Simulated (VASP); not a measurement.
VASP ran on this input.

File KPOINTS:
```
Automatic mesh
0
Gamma
 8 8 8
0 0 0
```

POSCAR:
```
RbBr
1
    0.0000000000     3.4450000000     3.4450000000
    3.4450000000     0.0000000000     3.4450000000
    3.4450000000     3.4450000000     0.0000000000
Rb Br
1 1
Direct
  0.0000000000   0.0000000000   0.0000000000
  0.5000000000   0.5000000000   0.5000000000
```

**INCAR**
```
# general
SYSTEM   = RbBr
PREC     = Accurate
ENCUT    = 520   # plane-wave cut-off (eV)
LREAL    = .FALSE.   # projection in real space or not
LASPH    = .TRUE.   # aspherical one-centre terms

# electronic loop
EDIFF    = 1E-7   # SCF stop (eV)
NELM     = 100   # most electronic steps
ALGO     = Normal   # blocked Davidson
LMAXMIX  = 4

# smearing
ISMEAR   = -5

# functional
GGA      = CX
LUSE_VDW = .TRUE.
AGGAC    = 0.0

# ions
ISIF     = 2   # forces and stress, cell fixed

# output
LWAVE    = .FALSE.
LCHARG   = .TRUE.
LORBIT   = 11   # lm-projected
NEDOS    = 601   # DOS grid
```

POTCAR, in this order: Rb_sv Br (PBE.64 set). Program: vasp_std.

Task: Write an equivalent input for Quantum ESPRESSO's pw.x.

Result: One equivalent input (not run):
```
&CONTROL
  calculation = 'scf'
  pseudo_dir = './pseudo'
  outdir = './out'
  tprnfor = .true.
  tstress = .true.
/
&SYSTEM
  ibrav = 0
  nat = 2
  ntyp = 2
  ecutwfc = 46.3
  occupations = 'tetrahedra'
  input_dft = 'vdw-df-cx'
/
&ELECTRONS
  conv_thr = 7.3e-09
  electron_maxstep = 100
/
ATOMIC_SPECIES
  Rb 85.468 Rb.upf
  Br 79.904 Br.upf
CELL_PARAMETERS angstrom
     0.0000000    3.4450000    3.4450000
     3.4450000    0.0000000    3.4450000
     3.4450000    3.4450000    0.0000000
ATOMIC_POSITIONS crystal
  Rb   0.0000000  0.0000000  0.0000000
  Br   0.5000000  0.5000000  0.5000000
K_POINTS automatic
  8 8 8 0 0 0
```
The two are equivalent in intent, not identical: the potentials are each code's own (VASP's PAW set, PseudoDojo norm-conserving files in pw.x), so ENCUT and ecutwfc are chosen apart and not converted; conv_thr bounds pw.x's estimated SCF error, while EDIFF bounds the energy change between steps.

The compound is RbBr in the rock salt structure. The cell was not relaxed at this level.
